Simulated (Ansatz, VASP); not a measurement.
# Cross-check of CeO2 between VASP and Ansatz, part 2 of 2

Wanted: the spread between two codes on one cell, functional and k mesh. The cell is taken from a series of VASP runs on this material, whose earlier steps may have relaxed, scaled or displaced it; both programs get it as it stands.

VASP 6.6.1 and Ansatz 0.2.0.

So far: The structure; VASP: relaxation of cell and atoms, PBE, DFT+U.

In doubt: the elements are of a kind flagged for part-filled d or f shells, though by formal charges that shell is empty here, so the flag may not apply; the elements are of a kind flagged for part-filled d or f shells, though by formal charges that shell is empty here, so the flag may not apply.

### Step 3. Ansatz: relaxation of cell and atoms, PBE, DFT+U

Level of this step: Ansatz beside VASP: Kohn-Sham DFT, plane waves, PBE, DFT+U (Ansatz).

Ansatz runs on its default PAW (the set named soft_2) files.

The same cell, functional, mesh and smearing now go to Ansatz, which takes its cutoff from its data sets.

File input.yaml:

```yaml
crystal:
  lattice:
    - [0.0, 2.7494850744, 2.7494850744]
    - [2.7494850744, 0.0, 2.7494850744]
    - [2.7494850744, 2.7494850744, 0.0]
  atoms:
    - { symbol: Ce, position: [0.0, 0.0, 0.0], spin: 1.0 }
    - { symbol: O, position: [0.25, 0.25, 0.25] }
    - { symbol: O, position: [0.75, 0.75, 0.75] }
hamiltonian:
  xc: pbe
  pseudopotentials: { kind: paw }
  hubbard: { sites: [{ species: Ce, l: f, u_eff: 5.0 }] }
magnetization:
  spin_polarized: true
kpoints:
  mp_grid: { grid: [6, 6, 6] }
scf:
  occupations: { method: gaussian, width: 0.05 }
relax:
  f_tol: 0.01
  max_steps: 60
  cell: { stress_tol: 0.05 }
output:
  forces: true
  stress: true
```

On the command line:

```console
$ ansatz run input.yaml --threads 4 --pin off --max-ram 9216MiB --backend cpu --events-out ev --progress --plain --runs-dir out
```

Numbers of over 12 decimals in the logs are rounded to 6 here.

Output:

```text
Ce: projections on atomic orbitals take those of the free atom [Kr 4d10] 4f1 5s2 5p6 5d1 6s2, of charge +0.00 (hamiltonian.pseudopotentials.projection_atoms); the dataset's partial waves leave at most 1.4e-5 of an orbital's norm unspanned inside its sphere
O: projections on atomic orbitals take those of the free atom [He] 2s2 2p4, of charge +0.00 (hamiltonian.pseudopotentials.projection_atoms); the dataset's partial waves leave at most 1.9e-8 of an orbital's norm unspanned inside its sphere
band count auto-derived: 22, from the close of a first SCF at 17 (N_el = 24.0; filled up to band 12; 17 by the electrons, moments and atoms)
Engine: ansatz 0.2.0, x86_64-unknown-linux-gnu
Pseudopotentials: kind: paw
Pseudopotential: Ce, paw, valence charge 12, recommended cutoff 420 eV (normal), Ce.paw.azcp
Pseudopotential: O, paw, valence charge 6, recommended cutoff 420 eV (normal), O.paw.azcp
Functional definition: PBE
  parameter kappa = 0.804
  parameter beta = 0.066725
  exchange = pbe_x(kappa = kappa, mu = beta*pi^2/3)
  correlation = pbe_c(beta = beta)
Crystal: 3 atoms, lattice volume = 41.570 Å³
Basis set: ecut = 420 eV, 869 PW (Γ), exchange–correlation on 54×54×54 points (8 copies of the dense FFT grid, shifted against one another)
Bands: 17, of which v1, the nominal top of the filled ones, is band 12 counted from 1 (11 counted from 0)
Symmetry: 48 space group operations
Space group: Fm-3m (ITA 225), of the structure as read, at distance tolerance 3.5e-5 Å
Magnetic group: BNS 225.116 (UNI 1618), of the structure as read, at distance tolerance 3.5e-5 Å
k-points: 16 of 216
Non-local potential: Ce, projectors of the file, l = 0: 3, l = 1: 2, l = 2: 2, l = 3: 3
Non-local potential: O, projectors of the file, l = 0: 2, l = 1: 2, l = 2: 1
PAW form: soft (Blöchl's): semilocal exchange-correlation on the pseudo side does not see the compensation charge
PAW one-centre angular grid: Ce, 590 points (default); XC on 64 Gauss nodes
PAW one-centre angular grid: O, 110 points (default); XC on 64 Gauss nodes
Initial density: superposition of atomic densities (chi_scale 0.1, normalization cell, long waves kept (reshape's long-wave potential 0.00 eV rms))
Starting moments: Σ|m| = 1 μB on 1 of 3 sites
Initial wavefunctions: pseudopotential atomic-orbital guess
Functional: x = pbe(κ = 0.804, μ = 0.219515), c = pbe(β = 0.066725)
SCF iter   1: F=—  HF=-7717.836557 eV  |F-HF|=—  |Δ(HF+E_count)|=         —  Δρ=1.10e-1 (↑1.10e-1 ↓1.08e-1)  dr2=1.15e1  dr2_m=2.18e-1  M=0.000 μB ∫|m|=0.111 μB  β_m=0.30  ethr=3.10e-3  ⟨swp⟩=4.5  Hψ=2480  notcnv=0
preconditioner: auto → none  [insulator: Δε(μ)=5.561 eV  Ē_g=15.258 eV  σ=0.050 eV  W_gap=1.00  n_scr=14 (ndim 8)  ℏωp=27.0 eV  f_vac=0.002  D(μ)=0.00/eV (n_scr^D=0)  ε∞_Penn≈4.1]
SCF iter   2: F=—  HF=-7714.395733 eV  |F-HF|=—  |Δ(HF+E_count)|=    3.44e0  Δρ=6.64e-2 (↑5.84e-2 ↓6.64e-2)  dr2=1.84e0  dr2_m=9.81e-2  M=0.000 μB ∫|m|=0.211 μB  β_m=0.30  ethr=3.10e-3  ⟨swp⟩=5.0  Hψ=1670  notcnv=0  defer=19
SCF iter   3: F=—  HF=-7713.945077 eV  |F-HF|=—  |Δ(HF+E_count)|=   4.51e-1  Δρ=4.14e-2 (↑3.45e-2 ↓4.14e-2)  dr2=5.25e-1  dr2_m=4.97e-2  M=0.000 μB ∫|m|=0.178 μB  β_m=0.30  ethr=3.10e-3  ⟨swp⟩=4.3  Hψ=1184  notcnv=0  defer=19
SCF iter   4: F=—  HF=-7713.849652 eV  |F-HF|=—  |Δ(HF+E_count)|=   9.54e-2  Δρ=1.88e-2 (↑1.41e-2 ↓1.88e-2)  dr2=2.83e-1  dr2_m=2.43e-2  M=0.000 μB ∫|m|=0.200 μB  β_m=0.30  ethr=2.19e-3  ⟨swp⟩=3.6  Hψ=1302  notcnv=0  defer=20
SCF iter   5: F=—  HF=-7714.543190 eV  |F-HF|=—  |Δ(HF+E_count)|=   6.94e-1  Δρ=4.37e-2 (↑4.37e-2 ↓3.50e-2)  dr2=2.79e0  dr2_m=1.97e-2  M=0.000 μB ∫|m|=0.075 μB  β_m=0.30  ethr=1.18e-3  ⟨swp⟩=4.8  Hψ=1782  notcnv=0  defer=23
SCF iter   6: F=—  HF=-7713.857575 eV  |F-HF|=—  |Δ(HF+E_count)|=   6.86e-1  Δρ=8.78e-3 (↑8.14e-3 ↓8.78e-3)  dr2=8.63e-2  dr2_m=7.08e-3  M=0.000 μB ∫|m|=0.122 μB  β_m=0.30  ethr=1.18e-3  ⟨swp⟩=6.1  Hψ=1620  notcnv=0  defer=23
SCF iter   7: F=—  HF=-7713.869728 eV  |F-HF|=—  |Δ(HF+E_count)|=   1.22e-2  Δρ=8.60e-3 (↑8.60e-3 ↓5.40e-3)  dr2=8.03e-2  dr2_m=4.57e-3  M=0.000 μB ∫|m|=0.083 μB  β_m=0.30  ethr=3.60e-4  ⟨swp⟩=4.4  Hψ=1410  notcnv=0  defer=22
SCF iter   8: F=—  HF=-7713.860078 eV  |F-HF|=—  |Δ(HF+E_count)|=   9.65e-3  Δρ=3.61e-3 (↑2.20e-3 ↓3.61e-3)  dr2=5.42e-3  dr2_m=2.33e-3  M=0.000 μB ∫|m|=0.079 μB  β_m=0.30  ethr=3.34e-4  ⟨swp⟩=4.0  Hψ=1193  notcnv=0  defer=21
Mixer restart at iter 8: flushing history
spin-set hold released at iteration 8 (site moments contracting): the magnetisation degrees of freedom join the quasi-Newton model from the next iteration; the mixer history was flushed
SCF iter   9: F=—  HF=-7713.862943 eV  |F-HF|=—  |Δ(HF+E_count)|=   2.86e-3  Δρ=3.27e-3 (↑3.27e-3 ↓1.43e-3)  dr2=4.24e-3  dr2_m=1.58e-3  M=0.000 μB ∫|m|=0.064 μB  β_m=0.31  ethr=2.26e-5  ⟨swp⟩=4.1  Hψ=1209  notcnv=0  defer=21
SCF iter  10: F=—  HF=-7713.864208 eV  |F-HF|=—  |Δ(HF+E_count)|=   1.26e-3  Δρ=2.81e-3 (↑1.14e-3 ↓2.81e-3)  dr2=3.65e-3  dr2_m=1.01e-3  M=0.000 μB ∫|m|=0.057 μB  β_m=0.08  ethr=1.76e-5  ⟨swp⟩=3.2  Hψ=1056  notcnv=0  defer=21
[...]
Mixer restart at iter 8: flushing history
spin-set hold released at iteration 8 (site moments contracting): the magnetisation degrees of freedom join the quasi-Newton model from the next iteration; the mixer history was flushed
SCF iter   9: F=—  HF=-7713.867715 eV  |F-HF|=—  |Δ(HF+E_count)|=   2.71e-3  Δρ=2.78e-3 (↑2.78e-3 ↓1.52e-3)  dr2=1.62e-3  dr2_m=1.55e-3  M=0.000 μB ∫|m|=0.061 μB  β_m=0.38  ethr=1.08e-5  ⟨swp⟩=4.0  Hψ=1173  notcnv=0  defer=24
SCF iter  10: F=—  HF=-7713.869742 eV  |F-HF|=—  |Δ(HF+E_count)|=   2.03e-3  Δρ=2.77e-3 (↑9.94e-4 ↓2.77e-3)  dr2=3.65e-3  dr2_m=8.91e-4  M=0.000 μB ∫|m|=0.051 μB  β_m=0.25  ethr=6.74e-6  ⟨swp⟩=3.4  Hψ=1075  notcnv=0  defer=24
SCF iter  11: F=—  HF=-7713.870853 eV  |F-HF|=—  |Δ(HF+E_count)|=   1.11e-3  Δρ=1.11e-3 (↑1.11e-3 ↓9.43e-4)  dr2=1.65e-5  dr2_m=3.93e-4  M=0.000 μB ∫|m|=0.032 μB  β_m=0.63  ethr=6.74e-6  ⟨swp⟩=4.3  Hψ=1198  notcnv=0  defer=25
SCF iter  12: F=—  HF=-7713.871433 eV  |F-HF|=—  |Δ(HF+E_count)|=   5.80e-4  Δρ=2.61e-4 (↑2.09e-4 ↓2.61e-4)  dr2=2.89e-5  dr2_m=1.21e-5  M=0.000 μB ∫|m|=0.005 μB  β_m=0.58  ethr=6.88e-8  ⟨swp⟩=3.7  Hψ=1406  notcnv=0  defer=25
SCF iter  13: F=—  HF=-7713.871433 eV  |F-HF|=—  |Δ(HF+E_count)|=   4.58e-7  Δρ=8.67e-5 (↑8.67e-5 ↓2.48e-5)  dr2=1.89e-6  dr2_m=9.78e-7  M=0.000 μB ∫|m|=0.002 μB  β_m=0.64  ethr=6.88e-8  ⟨swp⟩=2.0  Hψ=943  notcnv=0  defer=25
SCF iter  14: F=—  HF=-7713.871434 eV  |F-HF|=—  |Δ(HF+E_count)|=   1.64e-6  Δρ=2.16e-5 (↑2.16e-5 ↓1.26e-5)  dr2=7.45e-8  dr2_m=9.03e-8  M=0.000 μB ∫|m|=0.001 μB  β_m=0.82  ethr=4.17e-10  ⟨swp⟩=2.2  Hψ=1788  notcnv=0
SCF iter  15: F=-7713.871435 eV  HF=-7713.871435 eV  |F-HF|=1.75e-9  |Δ(HF+E_count)|=   5.93e-7  Δρ=3.05e-6 (↑1.84e-6 ↓3.05e-6)  dr2=4.05e-9  dr2_m=1.14e-9  M=0.000 μB ∫|m|=0.000 μB  ethr=3.10e-10  ⟨swp⟩=3.5  Hψ=1428  notcnv=0
SCF 1, on 17 bands, converged in 15 iterations: F = -7713.871435 eV; the run's SCF on all bands comes behind
iter 1 solved again at ethr=4.32e-8 eV; its pass at ethr=3.10e-3 eV (dr2=1.04e-5 eV) is discarded
SCF iter   1: F=—  HF=-7713.871435 eV  |F-HF|=—  |Δ(HF+E_count)|=         —  Δρ=2.77e-6 (↑1.84e-6 ↓2.77e-6)  dr2=2.81e-9  dr2_m=1.18e-9  M=0.000 μB ∫|m|=0.000 μB  β_m=0.30  ethr=4.32e-8  ⟨swp⟩=3.9  Hψ=5458  notcnv=0
iter 2 did not close the SCF: its close was put off for a magnetic moment that had not settled (scf_convergence_deferred on its scf_iter line)
SCF iter   2: F=-7713.871435 eV  HF=-7713.871435 eV  |F-HF|=2.76e-10  |Δ(HF+E_count)|=   2.94e-8  Δρ=1.88e-6 (↑1.88e-6 ↓1.33e-6)  dr2=9.79e-10  dr2_m=7.42e-10  M=0.000 μB ∫|m|=0.000 μB  β_m=0.31  ethr=1.17e-11  ⟨swp⟩=4.1  Hψ=1805  notcnv=0
iter 3 did not close the SCF: its close was put off for a magnetic moment that had not settled (scf_convergence_deferred on its scf_iter line)
SCF iter   3: F=-7713.871435 eV  HF=-7713.871435 eV  |F-HF|=2.96e-10  |Δ(HF+E_count)|=   2.77e-9  Δρ=1.76e-6 (↑1.05e-6 ↓1.76e-6)  dr2=1.09e-9  dr2_m=4.75e-10  M=0.000 μB ∫|m|=0.000 μB  β_m=0.36  ethr=4.08e-12  ⟨swp⟩=1.0  Hψ=1828  notcnv=0
SCF iter   4: F=-7713.871435 eV  HF=-7713.871435 eV  |F-HF|=2.94e-10  |Δ(HF+E_count)|=  6.38e-10  Δρ=7.03e-7 (↑7.03e-7 ↓3.23e-7)  dr2=3.51e-10  dr2_m=1.82e-11  M=0.000 μB ∫|m|=0.000 μB  ethr=4.08e-12  ⟨swp⟩=1.0  Hψ=1888  notcnv=0
SCF 2 converged in 4 iterations: F = -7713.871435 eV  dr2 = 3.51e-10
SCF converged after 4 iterations
Magnetization: 0.0000 μB (12.0000 up, 12.0000 down)
Absolute magnetization: 0.0000 μB (∫|ρ↑−ρ↓|, with the PAW one-centre terms)
Spin contamination: 0.0000 ħ² per cell (⟨S²⟩ above its minimum at these occupations)
Per-site moments (μB) at R_I (Å): [(6.62444435769042e-7, 0.977374), (-4.911212084852858e-7, 0.977374), (-4.911212085626527e-7, 0.977374)]
Free energy (F): -7713.871435 eV
Harris-Foulkes:  -7713.871435 eV  (|F-HF|=0.00e0)
Internal energy: -7713.871435 eV  (E = F + TS)
E sigma→0 (E₀):  -7713.871435 eV
Fermi energy:    12.070924 eV
--- Per-component energies (eV) ---
  E_band       = 17.552661
  E_kinetic    = 745.105175
  E_local      = -938.108405  (includes V_loc(G=0)·N_el)
  E_nonlocal   = 18.312968
  E_hartree    = 333.215226
  E_xc         = -382.937197
  E_vxc        = -451.390528  (∫ρ·V_xc dr)
  E_hubbard    = 1.663042  (on-site DFT+U / exact-exchange correction)
  E_vhub       = 1.523882  (the Hubbard potential's part of the band-sum identity)
  E_paw        = -5780.934588  (= ΣΔE_a)
  E_vpaw       = -24.325695  (= ΣTr[D̂ρ^β])
  E_aug_tail   = 0.004845  (compensation charges beyond the density's cutoff)
  E_ewald      = -1710.192499
  E_smearing   = -0.000000  (= −TS)
  E_closure    = -0.000000  (closes the sum)
  Σ components = -7713.871435   (vs F -7713.871435, Δ=0.00e0)
--- Forces (eV/Å), atoms counted from 1 ---
  atom   1  Ce     0.00000000    -0.00000000     0.00000000
  atom   2  O      0.00000000     0.00000000     0.00000000
  atom   3  O     -0.00000000    -0.00000000    -0.00000000
  max |Σ_I F_I| component: 1.85e-17 eV/Å
--- Stress (GPa, compression-positive) ---
       -0.002205      -0.000000      -0.000000
       -0.000000      -0.002205       0.000000
       -0.000000      -0.000000      -0.002205
  P = ⅓ Tr σ = -0.0022 GPa (-0.022 kbar)
--- Band table (eV; the first three rows and the last of 32) ---
  k-point 0 ↑: bands = [... 8 lower, 7.1310, 10.5867, 10.5867, 10.5867, 13.2915, 13.6773, 13.6773, 13.6773, ... 6 higher]
  k-point 1 ↑: bands = [... 8 lower, 7.7789, 10.2942, 10.4333, 10.4333, 13.3251, 13.6444, 13.6444, 13.6790, ... 6 higher]
  k-point 2 ↑: bands = [... 8 lower, 9.0412, 9.8903, 10.2670, 10.2670, 13.3748, 13.5506, 13.5506, 13.5916, ... 6 higher]
  k-point 15 ↓: bands = [... 8 lower, 9.8056, 10.0148, 10.2377, 10.4345, 13.3779, 13.4598, 13.4992, 13.6017, ... 6 higher]
--- Relaxed structure (5 steps of the walk, 5 accepted, 2 SCFs on fresh bases) ---
  F+E_penalty+E_count = -7713.87143484 eV   max|allowed force component| = 7.247e-17 eV/Å   (the final SCF, on the basis selected at the relaxed cell)
  cell:  # Å, volume = 40.9589 Å³
    - [0, 2.735937, 2.735937]
    - [2.735937, 0, 2.735937]
    - [2.735937, 2.735937, 0]
  atoms:
    - { symbol: Ce, position: [0, 0, 0] }
    - { symbol: O, position: [0.25, 0.25, 0.25] }
    - { symbol: O, position: [0.75, 0.75, 0.75] }
```

Wall time 7 s (4 threads of Intel Xeon Platinum 8375C at 2.90GHz (Ice Lake), shared host); peak memory 0.45 GiB; 22 s of CPU time.

### Step 4. Side by side

Known differences besides the potentials themselves: U acts on the PAW sphere in VASP and on atomic orbitals in Ansatz, so only states and trends compare; both relaxations stop at a tolerance, which leaves soft axes loose, and VASP keeps its plane-wave basis; the cutoff is 420 eV in Ansatz and 520 eV in VASP; Ansatz adds a Pulay correction to the stress that steers its cell, VASP none. Total energies have different zeros and are not compared.

The two programs side by side:

```
                                         quantity  Ansatz   VASP  difference
                                      volume (Å³)   40.96  41.62     -1.59 %
edge a after relaxation, in the typed setting (Å)   3.869  3.890     -0.53 %
```

The walks stopped with 0.00 GPa left in Ansatz and -0.04 GPa in VASP; each walk ends within a tolerance, so the volume difference is uncertain by about these residues over the bulk modulus, most in soft cells.

### Step 5. Results

```json
{
 "difference in volume (relaxation of cell and atoms, PBE, DFT+U)": "-1.6 %"
}
```

**Reading.** The difference in volume is -1.6 % (relaxation of cell and atoms, PBE, DFT+U). How closely two codes agree says nothing of how well the functional describes the real material.

[Lines on the potential files, build, host, timing and source positions are cut from VASP's logs without a mark.]

[Logs are printed without paths, hosts, clocks, repeated set-up lines and the standing remarks that a program may print on its own settings, such as how far it seeks lower states.]

[Hosts, paths, dates, database ids (printed as entryN), source tags and the programs' standing remarks are cut or masked in the printed files.]
